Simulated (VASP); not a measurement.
An input for Ansatz (written as the equivalent of a VASP run, and not itself run):

Ansatz 0.2 input:
```yaml
crystal:
  lattice:
    - [1.6402250, -2.8409528, 0.0000000]
    - [1.6402250, 2.8409528, 0.0000000]
    - [0.0000000, 0.0000000, 12.7857990]
  atoms:
    - { symbol: W, position: [0.3333330, 0.6666670, 0.2500000] }
    - { symbol: W, position: [0.6666670, 0.3333330, 0.7500000] }
    - { symbol: Se, position: [0.3333330, 0.6666670, 0.8819030] }
    - { symbol: Se, position: [0.6666670, 0.3333330, 0.3819030] }
    - { symbol: Se, position: [0.6666670, 0.3333330, 0.1180970] }
    - { symbol: Se, position: [0.3333330, 0.6666670, 0.6180970] }
kpoints:
  mp_grid: { grid: [9, 9, 2] }
hamiltonian:
  xc: pbe
  dispersion: d3bj
  pseudopotentials: { kind: paw }
scf:
  occupations: { method: tetrahedron }
  max_iter: 100
output: { forces: true, stress: true, eigenvalues: true }
```

Task: Write the VASP files for the same calculation (PBE-D3(BJ)).

Result: Several could match; the one computed here: 
**KPOINTS**
```
Automatic mesh
0
Gamma
9 9 2
0 0 0
```

INCAR:
```
SYSTEM = WSe2
PREC = Accurate; ENCUT = 520; LREAL = .FALSE.
LASPH = .TRUE.
EDIFF = 1E-7; NELM = 100; ALGO = Normal
LMAXMIX = 6
ISMEAR = -5
GGA = PE; IVDW = 12
ISIF = 2
LWAVE = .FALSE.; LCHARG = .TRUE.; LORBIT = 11
NEDOS = 601
LEFG = .TRUE.
```

File POSCAR:
```
WSe2
1
    1.6402250408    -2.8409527821     0.0000000000
    1.6402250408     2.8409527821     0.0000000000
    0.0000000000     0.0000000000    12.7857990110
W Se
2 4
Direct
  0.3333330000   0.6666670000   0.2500000000
  0.6666670000   0.3333330000   0.7500000000
  0.3333330000   0.6666670000   0.8819030488
  0.6666670000   0.3333330000   0.3819030488
  0.6666670000   0.3333330000   0.1180969512
  0.3333330000   0.6666670000   0.6180969512
```

POTCAR, in this order: W_sv Se (PBE.64 set). Program: vasp_std.

The two are equivalent in intent, not identical: each code has its own PAW files, so the cut-off isn't converted (ENCUT is set for VASP's; basis.ecutwfc is left out, and Ansatz then takes the one that its files recommend); Ansatz stops its SCF on the density residual and VASP on the energy change (EDIFF); the field gradients of LEFG aren't asked of the other code.

The compound is WSe2 in the 2H layered structure. It was relaxed first.
